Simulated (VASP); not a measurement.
Data:

```
CELL_PARAMETERS angstrom
      0.00000     2.71761     2.71761
      2.71761     0.00000     2.71761
      2.71761     2.71761     0.00000
ATOMIC_POSITIONS crystal
  Ce 0.00000 0.00000 0.00000
  O  0.25000 0.25000 0.25000
  O  0.75000 0.75000 0.75000
```

Level of theory: r2SCAN meta-GGA, VASP's PBE PAW potentials (set 64) (plane waves; VASP). Numerical set-up: 530 eV cut-off, 6×6×6 Γ-centred mesh, Gaussian smearing of 0.050 eV, potentials Ce O.

Task: Estimate the energy per atom (σ→0).

Result: 
```
Item                            Result
---------------------  ---------------
energy per atom (σ→0)  -18.011 eV/atom
```

The absolute energy has meaning only against runs of the same code, potentials and settings.

The compound is CeO2 in the fluorite structure. It was relaxed first. The start is the result of an earlier pass. The run is not spin-polarised, so no magnetic state was tried.
